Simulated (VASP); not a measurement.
VASP ran on this input.

File KPOINTS:
```
K-points
0
Gamma
8 8 8
```

INCAR:
```
# general
SYSTEM = AlP
PREC   = Accurate
ENCUT  = 240
LREAL  = .FALSE.   # projection in real space or not
LASPH  = .TRUE.   # aspherical one-centre terms

# electronic loop
EDIFF  = 1E-6   # SCF stop (eV)
NELM   = 100   # most electronic steps
ALGO   = Normal

# smearing
ISMEAR = 0   # Gaussian
SIGMA  = 0.02

# functional
GGA    = PE

# ions
ISIF   = 2

# output
LWAVE  = .FALSE.
LCHARG = .FALSE.
```

POSCAR:
```
AlP
5.4450580
  0.0000000000   0.5000000000   0.5000000000
  0.5000000000   0.0000000000   0.5000000000
  0.5000000000   0.5000000000   0.0000000000
Al P
1 1
Cartesian
  0.0000000000   0.0000000000   0.0000000000
  0.7500000000   0.7500000000   0.7500000000
```

POTCAR, in this order: Al P (PBE.64 set). Program: vasp_std.

### Question
Translate this PBE calculation to Ansatz.

### Answer
One equivalent input (not run):
Ansatz 0.2 input:
```yaml
crystal:
  lattice:
    - [0.0000000, 2.7225290, 2.7225290]
    - [2.7225290, 0.0000000, 2.7225290]
    - [2.7225290, 2.7225290, 0.0000000]
  atoms:
    - { symbol: Al, position: [0.0000000, 0.0000000, 0.0000000] }
    - { symbol: P, position: [0.7500000, 0.7500000, 0.7500000] }
kpoints:
  mp_grid: { grid: [8, 8, 8] }
hamiltonian:
  xc: pbe
  pseudopotentials: { kind: paw }
scf:
  occupations: { method: gaussian, width: 0.02 }
  max_iter: 100
output: { forces: true, stress: true, eigenvalues: true }
```
The two are equivalent in intent, not identical: each code has its own PAW files, so the cut-off isn't converted (ENCUT is set for VASP's; basis.ecutwfc is left out, and Ansatz then takes the one that its files recommend); Ansatz stops its SCF on the density residual and VASP on the energy change (EDIFF).

The structure comes from a computed database's AlP entry; how it stands against other phases isn't given here. The cell was not relaxed at this level. The run is one of a series of settings (ENCUT = 240 against the base run), some of them coarse on purpose.
